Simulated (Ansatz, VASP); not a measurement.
# Cross-check of MgO2 between VASP and Ansatz

Aim: how closely do two programs agree when they are given the same cell, functional and k mesh? Of the first pair: The cell is taken from a series of runs on this material, whose earlier steps may have relaxed, scaled, displaced or heated it; both programs get it as it stands.

Program: Ansatz 0.2.0. Level of theory: plane waves, with VASP 6.6.1 beside it; relaxation of cell and atoms at PBEsol with D3(BJ) and single point at PBEsol with D3(BJ). Results are calculated unless marked as measured.

**1. The structure**

The structure is trigonal, space group R-3m (No. 166). The conventional cell has a = 3.143 Å, b = 3.143 Å, c = 10.335 Å, α = 90.00°, β = 90.00°, γ = 120.00°. Nearest to Mg lie 6 O at 2.07 Å. Nearest to O lie 1 O at 1.46 Å and 3 Mg at 2.07 Å. Farther neighbours and most contacts between anions are not listed.

**2. VASP: relaxation of cell and atoms, PBEsol with D3(BJ)**

The relaxed volume is the usual yardstick between codes: in a stiff, nearly cubic crystal its relative difference is about their pressure difference at one cell divided by the bulk modulus.

Lines of VASP's logs that name or quote its potential files are left out, and so is its time.

INCAR reads:

```
SYSTEM = MgO2
PREC = Accurate
ENCUT = 600
EDIFF = 1E-07
NELM = 120
ISMEAR = 0
SIGMA = 0.01
LREAL = .FALSE.
ALGO = Normal
GGA = PS
IVDW = 12
NBANDS = 13
LORBIT = 11
LWAVE = .FALSE.
LCHARG = .FALSE.
ISIF = 3
IBRION = 2
NSW = 80
EDIFFG = -0.005
LASPH = .TRUE.
GGA_COMPAT = .FALSE.
NELMIN = 4
EFERMI = MIDGAP
```

POSCAR reads:

```
MgO2
1.0
    1.5716340000      0.9073830000      3.4450880000
   -1.5716340000      0.9073830000      3.4450880000
    0.0000000000     -1.8147670000      3.4450880000
Mg O
1 2
Direct
    0.0000000000      0.0000000000      0.0000000000
    0.4291449947      0.4291449947      0.4291447582
    0.5708552857      0.5708552857      0.5708549712
```

KPOINTS reads:

```
Automatic mesh
0
Gamma
9 9 9
0 0 0
```

PAW data sets: Mg and O (PBE family, release 64).

Started as:

```bash
$ mpirun -np 1 vasp_std
```

Numbers of over 12 decimals in the logs are rounded to 6 here.

Log:

```text
[banner, memory and clock lines left out]
running    1 mpi-ranks, on    1 nodes
 distrk:  each k-point on    1 cores,    1 groups
 distr:  one band on    1 cores,    1 groups

 POSCAR found type information on POSCAR MgO
 POSCAR found :  2 types and       3 ions
|                                                                             |
|               ----> ADVICE to this user running VASP <----                  |
|                                                                             |
|     You enforced a specific xc type in the INCAR file but a different       |
|     [... a line on the potential file left out ...]
|     I HOPE YOU KNOW WHAT YOU ARE DOING!                                     |
|                                                                             |

 LDA part: xc-table for (Slater+PW92), standard interpolation
 POSCAR, INCAR and KPOINTS ok, starting setup
 FFT: planning ... GRIDC
 FFT: planning ... GRID_SOFT
 FFT: planning ... GRID
 WAVECAR not read
 entering main loop
       N       E                     dE             d eps       ncg     rms          rms(c)
DAV:   1     0.574080046047E+02    0.57408E+02   -0.83910E+03  2418   0.112E+03
DAV:   2    -0.157044206260E+02   -0.73112E+02   -0.68443E+02  2847   0.223E+02
DAV:   3    -0.185260965327E+02   -0.28217E+01   -0.28118E+01  2668   0.438E+01
DAV:   4    -0.185378358893E+02   -0.11739E-01   -0.11739E-01  2525   0.319E+00
DAV:   5    -0.185378928933E+02   -0.57004E-04   -0.57004E-04  2655   0.213E-01    0.813E+00
DAV:   6    -0.173639386289E+02    0.11740E+01   -0.18330E+00  2325   0.120E+01    0.358E+00
DAV:   7    -0.172335764809E+02    0.13036E+00   -0.20727E-01  2490   0.419E+00    0.163E+00
DAV:   8    -0.172232185197E+02    0.10358E-01   -0.53428E-02  2270   0.231E+00    0.244E-01
DAV:   9    -0.172238373123E+02   -0.61879E-03   -0.10454E-02  2350   0.799E-01    0.947E-02
DAV:  10    -0.172238516439E+02   -0.14332E-04   -0.56597E-04  2435   0.231E-01    0.349E-02
DAV:  11    -0.172238830132E+02   -0.31369E-04   -0.61390E-05  2370   0.692E-02    0.817E-03
DAV:  12    -0.172238851714E+02   -0.21582E-05   -0.43083E-06  2575   0.174E-02    0.245E-03
DAV:  13    -0.172238853519E+02   -0.18053E-06   -0.26983E-07  2355   0.507E-03    0.684E-04
DAV:  14    -0.172238853675E+02   -0.15578E-07   -0.43710E-08  1728   0.192E-03
   1 F= -.17676331E+02 E0= -.17676331E+02  d E =-.176763E+02
[...]
2 F= -.17673544E+02 E0= -.17673544E+02  d E =0.278714E-02
[...]
3 F= -.17677104E+02 E0= -.17677104E+02  d E =-.773121E-03
[...]
4 F= -.17677225E+02 E0= -.17677225E+02  d E =-.120681E-03
 trial-energy change:   -0.000121  1 .order   -0.000120   -0.000301    0.000060
 step:   0.7188(harm=  0.7188)  dis= 0.00023  next Energy=   -17.677230 (dE=-0.125E-03)
 bond charge predicted
       N       E                     dE             d eps       ncg     rms          rms(c)
DAV:   1    -0.172229911038E+02   -0.32223E-03   -0.62113E-04  2285   0.244E-01    0.427E-02
DAV:   2    -0.172229575581E+02    0.33546E-04   -0.83690E-05  2295   0.820E-02    0.791E-03
DAV:   3    -0.172229569421E+02    0.61600E-06   -0.34052E-06  2365   0.167E-02    0.233E-03
DAV:   4    -0.172229567247E+02    0.21733E-06   -0.11054E-07  1625   0.355E-03    0.756E-04
DAV:   5    -0.172229566747E+02    0.50043E-07   -0.26592E-08  1120   0.137E-03
   5 F= -.17677229E+02 E0= -.17677229E+02  d E =-.125064E-03
 curvature:  -0.39 expect dE=-0.112E-05 dE for cont linesearch -0.141E-07
 trial: gam=-0.01249 g(F)=  0.191E-05 g(S)=  0.988E-06 ort = 0.370E-05 (trialstep = 0.834E+00)
 search vector abs. value=  0.286E-05
 reached required accuracy - stopping structural energy minimisation
```

From OUTCAR (step 2):

```text
ion  position               nearest neighbor table
   1  0.000  0.000  0.000-   3 2.07   3 2.07   3 2.07   2 2.07   2 2.07   2 2.07
   2  0.429  0.429  0.429-   3 1.46   1 2.07   1 2.07   1 2.07
   3  0.571  0.571  0.571-   2 1.46   1 2.07   1 2.07   1 2.07

  LATTYP: Found a trigonal (rhomboedric) cell.
 ALAT       =     3.8938424039
 COS(alpha) =     0.6741812402

 Subroutine GETGRP returns: Found 12 space group operations
 (whereof 12 operations were pure point group operations)

The static configuration has the point symmetry D_3d.

 Found     85 irreducible k-points:

   k-points           NKPTS =     85   k-points in BZ     NKDIM =     85   number of bands    NBANDS=     13

   dimension x,y,z NGX =    32 NGY =   32 NGZ =   32
   dimension x,y,z NGXF=    64 NGYF=   64 NGZF=   64

   ENCUT  =  600.0 eV  44.10 Ry    6.64 a.u.   7.78  7.78  7.78*2*pi/ulx,y,z

   NELECT =      14.0000    total number of electrons

 k-points in reciprocal lattice and weights: Automatic mesh
   0.00000000  0.00000000  0.00000000       0.001
   0.11111111  0.00000000 -0.00000000       0.008
   0.22222222  0.00000000 -0.00000000       0.008
   0.33333333  0.00000000  0.00000000       0.008
   0.44444444  0.00000000 -0.00000000       0.008
   0.11111111  0.11111111 -0.00000000       0.008
   0.22222222  0.11111111  0.00000000       0.016
   0.33333333  0.11111111 -0.00000000       0.016
   0.44444444  0.11111111 -0.00000000       0.016
[...]
0.44444444  0.44444444  0.44444444       0.003
  -0.44444444  0.44444444  0.44444444       0.008

 Edisp (eV)   -0.45456

 average (electrostatic) potential at core
       1 -35.7363       2 -72.2477       3 -72.2478

 E-fermi :   4.3358

 k-point     1 :       0.0000    0.0000    0.0000
  band No.  band energies     occupation
    ...
      3      -5.0122      2.00000
      4      -0.4032      2.00000
      5      -0.4032      2.00000
      6       2.2064      2.00000
      7       2.2064      2.00000
      8       7.8630      0.00000
      9       8.0964      0.00000
     10      15.5198      0.00000
     11      17.3119      0.00000
     12      18.0789      0.00000
    ...

 k-point     2 :       0.1111    0.0000   -0.0000
  band No.  band energies     occupation
    ...
      3      -4.9135      2.00000
      4      -0.7749      2.00000
      5      -0.4511      2.00000
      6       2.1090      2.00000
      7       2.1502      2.00000
      8       7.9558      0.00000
      9       8.4944      0.00000
     10      15.5537      0.00000
     11      16.9622      0.00000
     12      17.5131      0.00000
    ...

 k-point     3 :       0.2222    0.0000   -0.0000
  band No.  band energies     occupation
    ...
      3      -4.6592      2.00000
      4      -1.6267      2.00000
      5      -0.5692      2.00000
      6       1.9304      2.00000
      7       2.0104      2.00000
      8       7.8847      0.00000
      9       9.6571      0.00000
     10      15.2759      0.00000
     11      15.8495      0.00000
     12      17.8082      0.00000
    ...

 Edisp (eV)   -0.45427

  Total      -0.00462    -0.00462     0.00434     0.00000    -0.00000     0.00000
  in kB      -0.25199    -0.25199     0.23662     0.00000    -0.00000     0.00000
  external pressure =       -0.09 kB  Pullay stress =        0.00 kB

  energy-cutoff  :      600.00
  volume of cell :       29.36
      direct lattice vectors                 reciprocal lattice vectors
     1.568789138  0.905740519  3.444225127     0.318717148  0.184011427  0.096780374
    -1.568789138  0.905740519  3.444225127    -0.318717148  0.184011427  0.096780374
    -0.000000000 -1.811482035  3.444225127     0.000000000 -0.368022854  0.096780320

 POSITION                                       TOTAL-FORCE (eV/Angst)
 -----------------------------------------------------------------------------------
     -0.00000     -0.00000      0.00000         0.000000     -0.000000      0.000000
     -0.00000      0.00000      4.43099        -0.000000     -0.000000      0.004446
     -0.00000     -0.00000      5.90169         0.000000      0.000000     -0.004446
 -----------------------------------------------------------------------------------
    total drift:                               -0.000000     -0.001306     -0.001013

  FREE ENERGIE OF THE ION-ELECTRON SYSTEM (eV)
  ---------------------------------------------------
  free  energy   TOTEN  =       -17.6772292369 eV

  energy  without entropy=      -17.6772292369  energy(sigma->0) =      -17.67722924

 reached required accuracy - stopping structural energy minimisation

 total charge
# of ion       s       p       d       tot
------------------------------------------
    1        0.150   0.180   0.079   0.410
    2        1.555   3.423   0.000   4.978
    3        1.555   3.423   0.000   4.978
--------------------------------------------------
tot          3.260   7.026   0.079  10.365

[... 3 further parts left out ...]
```

CONTCAR:

```
MgO2
   1.00000000000000
     1.5687891378823728    0.9057405186671161    3.4442251269306574
    -1.5687891378823728    0.9057405186671161    3.4442251269306574
    -0.0000000000000000   -1.8114820352731145    3.4442251268649797
  Mg              O
     1     2
Direct
     0.0000000000000000    0.0000000000000000    0.0000000000000000
     0.4288329949987629    0.4288329949987629    0.4288327584996401
     0.5711672854012390    0.5711672854012390    0.5711669709003624
```

**3. Ansatz: relaxation of cell and atoms, PBEsol with D3(BJ)**

Ansatz runs on its default PAW (the set named soft_2) files.

The same cell, functional and mesh now go to Ansatz, which takes its cutoff from its data sets.

input.yaml reads:

```yaml
crystal:
  lattice:
    - [1.5716341528, 0.9073834012, 3.4450883971]
    - [-1.5716341528, 0.9073834012, 3.4450883971]
    - [0.0, -1.8147668024, 3.4450883971]
  atoms:
    - { symbol: Mg, position: [0.0, 0.0, 0.0] }
    - { symbol: O, position: [0.4291448496, 0.4291448496, 0.4291448496] }
    - { symbol: O, position: [0.5708551504, 0.5708551504, 0.5708551504] }
kpoints:
  mp_grid: { grid: [9, 9, 9] }
hamiltonian:
  xc: pbesol
  dispersion: d3bj
scf:
  occupations: { method: fixed }
output:
  forces: true
  stress: true
  eigenvalues: true
relax:
  adjacent_minimum: "off"
  f_tol: 0.001
  max_steps: 60
  cell: { stress_tol: 0.01 }
```

Started as:

```bash
$ ansatz run input.yaml --threads 4 --pin off --max-ram 7168MiB --backend cpu --events-out ev --progress --plain --runs-dir out
```

Log:

```text
Engine: ansatz 0.2.0, aarch64-unknown-linux-gnu
Pseudopotentials: kind: paw
Pseudopotential: Mg, paw, valence charge 10, recommended cutoff 420 eV (normal), Mg.paw.azcp
Pseudopotential: O, paw, valence charge 6, recommended cutoff 420 eV (normal), O.paw.azcp
Functional definition: PBEsol
  exchange = pbesol_x
  correlation = pbesol_c
Crystal: 3 atoms, lattice volume = 29.478 Å³
Basis set: ecut = 420 eV, 575 PW (Γ), exchange–correlation on 54×54×54 points (8 copies of the dense FFT grid, shifted against one another)
Bands: 15, of which v1, the nominal top of the filled ones, is band 11 counted from 1 (10 counted from 0)
Symmetry: 12 space group operations
Space group: R-3m (ITA 166), of the structure as read, at distance tolerance 3.1e-5 Å
k-points: 85 of 729
Non-local potential: Mg, projectors of the file, l = 0: 3, l = 1: 2, l = 2: 1
Non-local potential: O, projectors of the file, l = 0: 2, l = 1: 2, l = 2: 1
PAW form: soft (Blöchl's): semilocal exchange-correlation on the pseudo side does not see the compensation charge
PAW frozen core: Mg, regenerated for the run's functional, and the local potential with it (the file was generated under x = pbe(κ = 0.804, μ = 0.219515), c = pbe(β = 0.066725))
PAW frozen core: O, regenerated for the run's functional, and the local potential with it (the file was generated under x = pbe(κ = 0.804, μ = 0.219515), c = pbe(β = 0.066725))
PAW one-centre angular grid: Mg, 110 points (default); XC on 64 Gauss nodes
PAW one-centre angular grid: O, 110 points (default); XC on 64 Gauss nodes
Initial density: superposition of atomic densities (neutral atoms: chi_scale 0, normalization atom), corrected by the library's trained network
Initial wavefunctions: pseudopotential atomic-orbital guess
Functional: x = pbesol(κ = 0.804, μ = 0.123457), c = pbesol(β = 0.046)
SCF iter   1: F=—  HF=-3034.123678 eV  |F-HF|=—  |Δ(HF+E_count)|=         —  Δρ=1.39e-2  dr2=4.97e-2  ethr=1.77e-3  ⟨swp⟩=4.2  Hψ=6038  notcnv=0  defer=154
preconditioner: auto → none  [insulator: Δε(μ)=2.603 eV  Ē_g=16.659 eV  n_scr=8 (ndim 8)  ℏωp=25.6 eV  f_vac=0.033  ε∞_Penn≈3.4]
SCF iter   2: F=—  HF=-3034.109564 eV  |F-HF|=—  |Δ(HF+E_count)|=   1.41e-2  Δρ=5.12e-3  dr2=3.90e-3  ethr=2.26e-4  ⟨swp⟩=2.0  Hψ=2528  notcnv=0  defer=170
SCF iter   3: F=—  HF=-3034.108392 eV  |F-HF|=—  |Δ(HF+E_count)|=   1.17e-3  Δρ=1.44e-3  dr2=1.74e-4  ethr=1.77e-5  ⟨swp⟩=2.6  Hψ=1927  notcnv=0  defer=170
SCF iter   4: F=—  HF=-3034.108510 eV  |F-HF|=—  |Δ(HF+E_count)|=   1.19e-4  Δρ=2.01e-4  dr2=3.47e-6  ethr=7.90e-7  ⟨swp⟩=2.0  Hψ=2369  notcnv=0  defer=170
SCF iter   5: F=—  HF=-3034.108531 eV  |F-HF|=—  |Δ(HF+E_count)|=   2.02e-5  Δρ=2.02e-5  dr2=5.46e-8  ethr=1.58e-8  ⟨swp⟩=2.5  Hψ=2044  notcnv=0  defer=4
SCF iter   6: F=-3034.108531 eV  HF=-3034.108531 eV  |F-HF|=1.32e-9  |Δ(HF+E_count)|=   1.06e-8  Δρ=4.30e-6  dr2=3.30e-9  ethr=2.48e-10  ⟨swp⟩=4.6  Hψ=6256  notcnv=0
SCF 1 converged in 6 iterations: F = -3034.108531 eV  dr2 = 3.30e-9
  greatest PAW one-centre occupation: 1.000 electrons in one spin orbital (limit 2), on the Mg atom at site 0 (counted from 0), in its partial waves of l = 0
relax step   1: F+E_penalty+E_count = -3034.10853065 eV  Δ(F+E_penalty+E_count) = +0.000e0 eV  max|allowed force component| = 1.925e-4 eV/Å  Δτ_max = 0.0000 Å  P = -0.021 GPa  Ω = 29.478 Å³  (6 SCF iters, dr2 threshold 1.00e-7 eV, accepted)
[...]
relax step   2: F+E_penalty+E_count = -3034.10854258 eV  Δ(F+E_penalty+E_count) = -1.192e-5 eV  max|allowed force component| = 1.109e-4 eV/Å  Δτ_max = 0.0000 Å  P = -0.012 GPa  Ω = 29.476 Å³  energy of the carried Pulay correction = +1.172e-5 eV  (3 SCF iters, dr2 threshold 1.22e-9 eV, accepted)
[...]
relax step   3: F+E_penalty+E_count = -3034.10855735 eV  Δ(F+E_penalty+E_count) = -1.477e-5 eV  max|allowed force component| = 4.496e-5 eV/Å  Δτ_max = 0.0000 Å  P = +0.001 GPa  Ω = 29.473 Å³  energy of the carried Pulay correction = +2.640e-5 eV  (4 SCF iters, dr2 threshold 3.75e-10 eV, accepted)
[...]
relax step   4: F+E_penalty+E_count = -3034.10852825 eV  Δ(F+E_penalty+E_count) = +2.910e-5 eV  max|allowed force component| = 5.648e-5 eV/Å  Δτ_max = 0.0000 Å  P = -0.001 GPa  Ω = 29.473 Å³  stress off target by 2.15e-3 GPa  SCF on the basis re-selected at this cell (its energy is not comparable with the rows above)  (4 SCF iters)
basis re-selected at this cell: Δ(F+E_penalty+E_count) = +2.910e-5 eV, ΔP = -0.002 GPa vs the last step (what re-selecting the basis moved, of the pressure what is left beyond the Pulay correction that the steps carried, after the strain that the cell walked since its last selection, with what the two solves' SCF thresholds leave and, on support functions, any second-order correction that the steps lacked; it is no m [...]
SCF converged after 4 iterations
Free energy (F): -3034.108528 eV
Harris-Foulkes:  -3034.108528 eV  (|F-HF|=1.36e-12)
Internal energy: -3034.108528 eV  (E = F + TS)
E sigma→0 (E₀):  -3034.108528 eV
Fermi energy:    7.006116 eV
--- Per-component energies (eV) ---
  E_band       = -341.253058
  E_kinetic    = 427.206593
  E_local      = -2100.932502  (includes V_loc(G=0)·N_el)
  E_nonlocal   = 192.925433
  E_hartree    = 730.408078
  E_xc         = -175.023981
  E_vxc        = -225.030645  (∫ρ·V_xc dr)
  E_paw        = -584.828345  (= ΣΔE_a)
  E_vpaw       = -96.243004  (= ΣTr[D̂ρ^β])
  E_aug_tail   = 0.004907  (compensation charges beyond the density's cutoff)
  E_ewald      = -1523.545514
  E_disp       = -0.452634  (pairwise vdW)
  E_core_change = 0.129438  (= ΣΔE_core)
  E_smearing   = -0.000000  (= −TS)
  E_closure    = -0.000000  (closes the sum)
  Σ components = -3034.108528   (vs F -3034.108528, Δ=0.00e0)
--- Forces (eV/Å), atoms counted from 1 ---
  atom   1  Mg     0.00000000     0.00000000    -0.00000000
  atom   2  O      0.00000000     0.00000000    -0.00005648
  atom   3  O     -0.00000000    -0.00000000     0.00005648
  max |Σ_I F_I| component: 4.63e-18 eV/Å
--- Stress (GPa, compression-positive) ---
       -0.002148       0.000000       0.000000
        0.000000      -0.002148       0.000000
        0.000000       0.000000       0.000866
  P = ⅓ Tr σ = -0.0011 GPa (-0.011 kbar)
--- Band table (eV; the first three rows and the last of 85) ---
  k-point 0: bands = [... 7 lower, 3.4756, 3.4756, 6.1582, 6.1582, 11.7400, 12.1428, 19.4166, 21.1276]
  k-point 1: bands = [... 7 lower, 3.1093, 3.4276, 6.0604, 6.1020, 11.9486, 12.4206, 19.4381, 20.8444]
  k-point 2: bands = [... 7 lower, 2.2706, 3.3109, 5.8815, 5.9624, 11.9204, 13.5314, 19.1602, 19.7035]
  k-point 84: bands = [... 7 lower, 2.7022, 2.8836, 6.6808, 6.9663, 9.7875, 12.4523, 17.0638, 20.3097]
--- Relaxed structure (3 steps of the walk, 3 accepted, 1 SCFs on fresh bases) ---
  F+E_penalty+E_count = -3034.10852825 eV   max|allowed force component| = 5.648e-5 eV/Å   (the final SCF, on the basis selected at the relaxed cell)
  cell:  # Å, volume = 29.4733 Å³
    - [1.571540, 0.907329, 3.444980]
    - [-1.571540, 0.907329, 3.444980]
    - [0, -1.814658, 3.444980]
  atoms:
    - { symbol: Mg, position: [0, 0, 0] }
    - { symbol: O, position: [0.429145, 0.429145, 0.429145] }
    - { symbol: O, position: [0.570855, 0.570855, 0.570855] }
```

**4. Side by side**

Known differences besides the potentials themselves: fixed occupations in Ansatz, narrow Gaussian smearing in VASP; the data sets hold 22 valence electrons in Ansatz (on its default PAW (the set named soft_2) files) and 14 in VASP; the cutoff is 420 eV in Ansatz and 600 eV in VASP; Ansatz makes its cores anew for this functional, VASP keeps those of its PBE data sets; Ansatz adds a Pulay correction to the stress that steers its cell, VASP none. Total energies have different zeros and are not compared.

Both answers:

| quantity | Ansatz | VASP | difference |
| --- | --- | --- | --- |
| volume (Å³) | 29.47 | 29.36 | +0.37 % |
| edge a after relaxation, in the typed setting (Å) | 3.894 | 3.892 | +0.06 % |

**5. Ansatz: relaxation, PBEsol with D3(BJ)**

The two programs are compared at the cell with which this relaxation starts, whose forces are those of its first step.

The structure compared here is the start of the Ansatz relaxation; VASP solves that cell, so the two are compared at the walk's first step.

input.yaml, the sections that differ from step 3:

```yaml
crystal:
  lattice:
    - [1.5556646429, 0.8981634004, 3.4101803239]
    - [-1.5556646429, 0.8981634004, 3.4101803239]
    - [0.0, -1.7963268008, 3.4101803239]
  atoms:
    - { symbol: Mg, position: [0.0, 0.0, 0.0] }
    - { symbol: O, position: [0.4291445267, 0.4291445267, 0.4291445267] }
    - { symbol: O, position: [0.5708554733, 0.5708554733, 0.5708554733] }
relax:
  adjacent_minimum: "off"
  f_tol: 0.001
  max_steps: 60
  cell: { stress_tol: 0.01, fix: [volume] }
# kpoints, hamiltonian, scf, output: as in step 3
```

Log:

```text
[...]
Crystal: 3 atoms, lattice volume = 28.589 Å³
Basis set: ecut = 420 eV, 557 PW (Γ), exchange–correlation on 54×54×54 points (8 copies of the dense FFT grid, shifted against one another)
Bands: 15, of which v1, the nominal top of the filled ones, is band 11 counted from 1 (10 counted from 0)
Symmetry: 12 space group operations
[...]
k-points: 85 of 729
[...]
--- Relaxed structure (5 steps of the walk, 5 accepted, 2 SCFs on fresh bases) ---
[...]
cell:  # Å, volume = 28.5891 Å³
    - [1.552306, 0.896224, 3.424954]
    - [-1.552306, 0.896224, 3.424954]
    - [0, -1.792448, 3.424954]
  atoms:
    - { symbol: Mg, position: [0, 0, 0] }
    - { symbol: O, position: [0.429157, 0.429157, 0.429157] }
    - { symbol: O, position: [0.570843, 0.570843, 0.570843] }
[key lines of the parts left out:]
SCF converged after 6 iterations
Free energy (F): -3034.096918 eV
Fermi energy:    7.381885 eV
P = ⅓ Tr σ = 4.3080 GPa (43.080 kbar)
```

(Part 1 of 2 ends here.)

[Lines on the potential files, build, host, timing and source positions are cut from VASP's logs without a mark.]

[Logs are printed without paths, hosts, clocks, repeated set-up lines and the standing remarks that a program may print on its own settings, such as how far it seeks lower states.]

[Hosts, paths, dates, database ids (printed as entryN), source tags and the programs' standing remarks are cut or masked in the printed files.]
